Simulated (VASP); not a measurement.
These are r2SCAN meta-GGA, VASP's PBE PAW potentials (set 64) (plane waves; VASP) values and carry that method's errors.

VASP ran on this input.

File KPOINTS:
```
Automatic
0
G
10 10 10
0 0 0
```

INCAR:
```
LMAXMIX=6   ! l cut-off of mixed one-centre charges
NELM=100   ! most electronic steps
LORBIT=11   ! lm-projected
LEFG=.TRUE.
METAGGA=R2SCAN
NEDOS=601   ! DOS grid
LASPH=.TRUE.
ALGO=Normal   ! blocked Davidson
LREAL=.FALSE.   ! projection in real space or not
ISMEAR=-5   ! tetrahedra, Bloechl
ENCUT=520   ! plane-wave cut-off (eV)
LWAVE=.FALSE.
LCHARG=.FALSE.
ISIF=2
PREC=Accurate
LMIXTAU=.TRUE.
EDIFF=1E-7
SYSTEM=AuAl2
```

### POSCAR
```
AuAl2
1
    0.0000000000     3.0000000000     3.0000000000
    3.0000000000     0.0000000000     3.0000000000
    3.0000000000     3.0000000000     0.0000000000
Al Au
2 1
Direct
  0.2500000000   0.2500000000   0.2500000000
  0.7500000000   0.7500000000   0.7500000000
  0.0000000000   0.0000000000   0.0000000000
```

File KPOINTS_OPT:
```
k-points along high-symmetry lines
10
Line-mode
Reciprocal
  0.000000   0.000000   0.000000 ! GAMMA
  0.500000   0.000000   0.500000 ! X

  0.500000   0.000000   0.500000 ! X
  0.625000   0.250000   0.625000 ! U

  0.375000   0.375000   0.750000 ! K
  0.000000   0.000000   0.000000 ! GAMMA

  0.000000   0.000000   0.000000 ! GAMMA
  0.500000   0.500000   0.500000 ! L

  0.500000   0.500000   0.500000 ! L
  0.500000   0.250000   0.750000 ! W

  0.500000   0.250000   0.750000 ! W
  0.500000   0.000000   0.500000 ! X
```

POTCAR, in this order: Al Au (PBE.64 set). Program: vasp_std.

The resulting files:

OUTCAR:
```
 ion  position               nearest neighbor table
   1  0.250  0.250  0.250-   3 2.60   3 2.60   3 2.60   3 2.60   2 3.00   2 3.00   2 3.00   2 3.00
                             2 3.00   2 3.00
   2  0.750  0.750  0.750-   3 2.60   3 2.60   3 2.60   3 2.60   1 3.00   1 3.00   1 3.00   1 3.00
                             1 3.00   1 3.00
   3  0.000  0.000  0.000-   2 2.60   2 2.60   2 2.60   1 2.60   2 2.60   1 2.60   1 2.60   1 2.60
  LATTYP: Found a face centered cubic cell.
 ALAT       =     6.0000000000
 Subroutine PRICEL returns:
 Original cell was already a primitive cell.
 Subroutine GETGRP returns: Found 48 space group operations
The static configuration has the point symmetry O_h .
The dynamic configuration has the point symmetry O_h .
 Subroutine INISYM returns: Found 48 space group operations
 Subroutine IBZKPT returns following result:
 Found     47 irreducible k-points:

 Following reciprocal coordinates:
            Coordinates               Weight
  0.000000  0.000000  0.000000      1.000000
  0.100000  0.000000  0.000000      8.000000
  0.200000  0.000000  0.000000      8.000000
  0.300000  0.000000  0.000000      8.000000
  0.400000  0.000000  0.000000      8.000000
  0.500000  0.000000  0.000000      4.000000
  0.100000  0.100000  0.000000      6.000000
  0.200000  0.100000  0.000000     24.000000
  0.300000  0.100000  0.000000     24.000000
  0.400000  0.100000  0.000000     24.000000
  0.500000  0.100000  0.000000     24.000000
 -0.400000  0.100000  0.000000     24.000000
 -0.300000  0.100000  0.000000     24.000000
 -0.200000  0.100000  0.000000     24.000000
 -0.100000  0.100000  0.000000     12.000000
  0.200000  0.200000  0.000000      6.000000
  0.300000  0.200000  0.000000     24.000000
  0.400000  0.200000  0.000000     24.000000
  0.500000  0.200000  0.000000     24.000000
 -0.400000  0.200000  0.000000     24.000000
 -0.300000  0.200000  0.000000     24.000000
...
```

### OSZICAR
```
       N       E                     dE             d eps       ncg     rms          rms(c)
DAV:   1     0.698118255088E+01    0.69812E+01   -0.73114E+03  1144   0.121E+03
DAV:   2    -0.688510901121E+02   -0.75832E+02   -0.70737E+02  1312   0.216E+02
DAV:   3    -0.708696687126E+02   -0.20186E+01   -0.19942E+01  1424   0.343E+01
DAV:   4    -0.708856433996E+02   -0.15975E-01   -0.15951E-01  1312   0.367E+00
DAV:   5    -0.708859248668E+02   -0.28147E-03   -0.28147E-03  1444   0.510E-01    0.102E+01
DAV:   6    -0.655564881478E+02    0.53294E+01   -0.89968E+00  1272   0.359E+01    0.557E+00
DAV:   7    -0.654664436028E+02    0.90045E-01   -0.63234E-01  1228   0.893E+00    0.242E+00
DAV:   8    -0.655326370351E+02   -0.66193E-01   -0.13080E-01  1176   0.270E+00    0.586E-01
DAV:   9    -0.655125508654E+02    0.20086E-01   -0.49165E-02  1156   0.188E+00    0.191E-01
DAV:  10    -0.655419053693E+02   -0.29355E-01   -0.17114E-02  1140   0.116E+00    0.137E-01
DAV:  11    -0.655415973075E+02    0.30806E-03   -0.84131E-04  1320   0.326E-01    0.634E-02
DAV:  12    -0.655420286185E+02   -0.43131E-03   -0.78864E-04  1180   0.332E-01    0.127E-02
DAV:  13    -0.655419995972E+02    0.29021E-04   -0.18398E-04  1168   0.173E-01    0.947E-03
DAV:  14    -0.655419944126E+02    0.51846E-05   -0.25463E-06  1400   0.187E-02    0.647E-03
DAV:  15    -0.655419936081E+02    0.80445E-06   -0.64541E-07  1264   0.830E-03    0.113E-03
DAV:  16    -0.655419927763E+02    0.83184E-06   -0.17101E-07  1092   0.477E-03    0.660E-04
DAV:  17    -0.655419927064E+02    0.69856E-07   -0.30999E-08   652   0.266E-03
   1 F= -.65541993E+02 E0= -.65541993E+02  d E =0.000000E+00
       N       E                     dE             ncg
       N       E                     dE             ncg
```

OUTCAR:
```
------------------------ aborting loop because EDIFF is reached ----------------------------------------
  FORCE on cell =-STRESS in cart. coord.  units (eV):
  Direction    XX          YY          ZZ          XY          YZ          ZX
  --------------------------------------------------------------------------------------
  Total        0.0738586      0.0738586      0.0738586      0.0000000      0.0000000      0.0000000
  in kB        2.1913816      2.1913816      2.1913816      0.0000000      0.0000000      0.0000000
  external PRESSURE =       2.1913816 kB  Pullay stress =       0.0000000 kB
  volume of cell :       54.00
      direct lattice vectors                 reciprocal lattice vectors
     0.000000000  3.000000000  3.000000000    -0.166666667  0.166666667  0.166666667
     3.000000000  0.000000000  3.000000000     0.166666667 -0.166666667  0.166666667
     3.000000000  3.000000000  0.000000000     0.166666667  0.166666667 -0.166666667
 POSITION                                       TOTAL-FORCE (eV/Angst)
 -----------------------------------------------------------------------------------
      1.50000      1.50000      1.50000        -0.000000     -0.000000     -0.000000
      4.50000      4.50000      4.50000         0.000000      0.000000      0.000000
      0.00000      0.00000      0.00000        -0.000000      0.000000     -0.000000
 -----------------------------------------------------------------------------------
    total drift:                                0.000000     -0.000000      0.000000
  FREE ENERGIE OF THE ION-ELECTRON SYSTEM (eV)
  ---------------------------------------------------
  free  energy   TOTEN  =       -65.5419927064 eV

  energy  without entropy=      -65.5419927064  energy(sigma->0) =      -65.54199271

 total charge

# of ion       s       p       d       tot
------------------------------------------
    1        0.389   0.371   0.000   0.760
    2        0.389   0.371   0.000   0.760
    3        0.760   0.731   8.532  10.023
--------------------------------------------------
tot          1.537   1.473   8.532  11.542
```
(Selected blocks of OUTCAR.)

For a metal the tetrahedron method with Blöchl corrections gives inexact stress and forces.

The compound is AuAl2 in the fluorite structure. The cell was not relaxed at this level. The electron count is odd and the run is not spin-polarised, which forces a metal.
